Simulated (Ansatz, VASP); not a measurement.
# ScCu: VASP beside Ansatz, part 2 of 2

Aim: how closely do two programs agree when they are given the same cell, functional and k mesh? The cell is taken from a series of runs on this material, whose earlier steps may have relaxed, scaled, displaced or heated it; both programs get it as it stands.

VASP 6.6.1 and Ansatz 0.2.0.

So far: Starting point; Ansatz: relaxation of cell and atoms, PBEsol; VASP: relaxation of cell and atoms, PBEsol; Side by side.

## Step 5: VASP: zone-centre phonons, PBEsol

Level of this step: PBEsol; plane waves and PAW (Sc_sv, Cu) (VASP).

Second derivatives magnify differences that forces hide, and they need a tight electronic threshold.

Input file INCAR:

```
SYSTEM = ScCu
PREC = Accurate
ENCUT = 600
EDIFF = 1E-08
NELM = 120
ISMEAR = 1
SIGMA = 0.2
LREAL = .FALSE.
ALGO = Normal
GGA = PS
NBANDS = 17
LASPH = .TRUE.
LORBIT = 11
LWAVE = .FALSE.
LCHARG = .FALSE.
ISIF = 2
IBRION = 8
GGA_COMPAT = .FALSE.
KPAR = 2
```

Input file POSCAR:

```
ScCu
1.0
    3.2090828088      0.0000000000      0.0000000000
    0.0000000000      3.2090828088      0.0000000000
    0.0000000000      0.0000000000      3.2090828088
Sc Cu
1 1
Direct
    0.5000000000      0.5000000000      0.5000000000
    0.0000000000      0.0000000000      0.0000000000
```

Input file KPOINTS:

```
Automatic mesh
0
Gamma
16 16 16
0 0 0
```

Potentials, in the order of the species: Sc_sv and Cu (PBE family, release 64).

On the command line:

```console
$ mpirun -np 2 vasp_std
```

Numbers of over 12 decimals in the logs are rounded to 6 here.

The log of the run:

```text
[banner, memory and clock lines left out]
running    2 mpi-ranks, on    1 nodes
[...]
[... a notice as in an earlier step ...]

 LDA part: xc-table for (Slater+PW92), standard interpolation
 POSCAR, INCAR and KPOINTS ok, starting setup
[...]
entering main loop
       N       E                     dE             d eps       ncg     rms          rms(c)
DAV:   1     0.222848687943E+03    0.22285E+03   -0.12180E+04  5682   0.198E+03
DAV:   2    -0.418509603473E+01   -0.22703E+03   -0.22239E+03  5642   0.442E+02
DAV:   3    -0.135683428022E+02   -0.93832E+01   -0.92167E+01  8143   0.125E+02
DAV:   4    -0.137084993989E+02   -0.14016E+00   -0.13975E+00  7866   0.143E+01
[...]
DAV:  15    -0.114403528831E+02    0.17917E-07   -0.16424E-08  3947   0.246E-03    0.463E-04
DAV:  16    -0.114403528946E+02   -0.11481E-07   -0.21640E-08  3709   0.265E-03    0.593E-05
DAV:  17    -0.114403528956E+02   -0.10045E-08   -0.71750E-09  3460   0.102E-03
   1 F= -.11440353E+02 E0= -.11441382E+02  d E =0.308730E-02
[...]
RMM:  15    -0.752555515074E+00    0.66022E-07   -0.12875E-09 25903   0.182E-04    0.110E-06
RMM:  16    -0.752555545619E+00   -0.30545E-07   -0.30330E-10 24470   0.161E-04    0.493E-07
RMM:  17    -0.752555551365E+00   -0.57459E-08   -0.14675E-10 21935   0.151E-04    0.373E-07
 first order change of Fermi-energy  -0.55575E-04
 force on displaced ion       1 direction 1 :  -3.674  -0.000   0.000
 Linear response progress:
  Degree of freedom:   2/  2
       N       E                     dE             d eps       ncg     rms          rms(c)
RMM:   1    -0.239137790908E+00   -0.23914E+00   -0.13836E-01 24689   0.599E+00
RMM:   2    -0.239308611034E+00   -0.17082E-03   -0.54161E-03 20121   0.780E-01    0.149E-01
RMM:   3    -0.239277143718E+00    0.31467E-04   -0.53170E-04 20461   0.206E-01    0.919E-02
RMM:   4    -0.239699942755E+00   -0.42280E-03   -0.66030E-04 20500   0.184E-01    0.176E-02
[...]
RMM:  15    -0.239628285070E+00    0.20961E-07   -0.47050E-09 23257   0.101E-04    0.142E-06
RMM:  16    -0.239628259496E+00    0.25574E-07   -0.47006E-09 22292   0.951E-05    0.506E-07
RMM:  17    -0.239628260701E+00   -0.12044E-08   -0.47127E-09 19813   0.937E-05    0.496E-07
 first order change of Fermi-energy   0.19052E-03
 force on displaced ion       2 direction 1 :  -3.728  -0.000  -0.000
 Linear response finished
```

Parts of OUTCAR (step 5):

```text
  Total        0.0911189      0.0911189      0.0911189      0.0000000      0.0000000      0.0000000
  in kB        4.4174958      4.4174958      4.4174958      0.0000000      0.0000000      0.0000000
  external PRESSURE =       4.4174958 kB  Pullay stress =       0.0000000 kB

 POSITION                                       TOTAL-FORCE (eV/Angst)
 -----------------------------------------------------------------------------------
      1.60454      1.60454      1.60454         0.000000      0.000000      0.000000
      0.00000      0.00000      0.00000         0.000000      0.000000      0.000000
 -----------------------------------------------------------------------------------
    total drift:                               -0.000000      0.000000      0.000000

[... 1 part as in an earlier step ...]

[... 1 further part left out ...]
```

Energies printed during the response cycles are not total energies of the cell.

## Step 6: Ansatz: zone-centre phonons, PBEsol

The same cell, functional, mesh and smearing now go to Ansatz, which takes its cutoff from its data sets.

The cell is taken from a series of runs on this material, whose earlier steps may have relaxed, scaled, displaced or heated it; both programs get it as it stands.

Input file input.yaml:

```yaml
crystal:
  lattice:
    - [3.2090828088, 0.0, 0.0]
    - [0.0, 3.2090828088, 0.0]
    - [0.0, 0.0, 3.2090828088]
  atoms:
    - { symbol: Sc, position: [0.5, 0.5, 0.5] }
    - { symbol: Cu, position: [0.0, 0.0, 0.0] }
kpoints:
  mp_grid: { grid: [16, 16, 16] }
hamiltonian:
  xc: pbesol
  pseudopotentials: { kind: paw, azcp: { folder: soft_1 }, xc_functional: pbe }
scf:
  occupations: { method: methfessel_paxton, width: 0.2 }
output:
  eigenvalues: true
phonons:
  method: dfpt
```

On the command line:

```console
$ ansatz run input.yaml --threads 4 --pin off --max-ram 10240MiB --backend cpu --events-out ev --progress --plain --runs-dir out
```

The log of the run:

```text
[...]
Crystal: 2 atoms, lattice volume = 33.048 Å³
Basis set: ecut = 420 eV, 619 PW (Γ), exchange–correlation on 48×48×48 points (8 copies of the dense FFT grid, shifted against one another)
Bands: 19, of which v1, the nominal top of the filled ones, is band 15 counted from 1 (14 counted from 0)
Symmetry: 48 space group operations
k-points: 405 of 4096 (irreducible under 8 space group operations, time reversal used)
[...]
k mesh reduced under 8 symmetry operations, with k and −k counted as one. Each operation leaves every solved perturbation unchanged. A smaller set is not used because it would not reduce the number of displacements times k-points to solve
  ASR residual: 3.877e-5 → 0.000e0 eV/Å²; symmetrization residual: 8.635e-6 eV/Å²
  ASR residual per site (eV/Å²): 3.88e-5 2.95e-5
  Γ frequencies (cm⁻¹): 0.00 0.00 0.00 193.85 193.85 193.85
  non-analytic LO–TO correction: not included (Born effective charges unavailable; polar crystals: no LO–TO splitting at Γ)
[key lines of the parts left out:]
SCF converged after 14 iterations
Free energy (F): -8700.692624 eV
Fermi energy:    12.912419 eV
```

## Step 7: Side by side

What differs besides the data sets and the points named for the pairs above, as far as they apply: the data sets hold 30 valence electrons in Ansatz (on its PAW soft_1 files) and 22 in VASP. Total energies have different zeros and are not compared.

Compared:

```csv
quantity,Ansatz,VASP,difference
optical mode 1 to 3 (cm⁻¹),193.8,195.4,-0.78 %
```

Modes are paired by rising frequency, not by their patterns, so a pair may set unlike modes beside each other; they are those without the splitting of longitudinal modes.

## Step 8: Outcome

```
difference in volume (relaxation of cell and atoms, PBEsol)                                                          : -0.43 %
r.m.s. difference of the optical zone-centre modes, each program's sorted by frequency (zone-centre phonons, PBEsol) : 1.5 cm⁻¹
difference in optical mode 1 to 3 (zone-centre phonons, PBEsol)                                                      : -0.8 %
```

In words: The difference in volume is -0.43 % (relaxation of cell and atoms, PBEsol), within the 1.2 % picked in this series as the mark of a large difference, as far as the stopping tolerances let one tell. The data sets hold unlike numbers of valence electrons (30 in Ansatz and 22 in VASP), so part of the differences comes from the potentials. Among the rows given in per cent, the largest difference of the zone-centre phonons, PBEsol pair is in optical mode 1 to 3, -0.8 %. How closely two codes agree says nothing of how well the functional describes the real material.

[Lines on the potential files, build, host, timing and source positions are cut from VASP's logs without a mark.]

[Logs are printed without paths, hosts, clocks, repeated set-up lines and the standing remarks that a program may print on its own settings, such as how far it seeks lower states.]

[Hosts, paths, dates, database ids (printed as entryN), source tags and the programs' standing remarks are cut or masked in the printed files.]
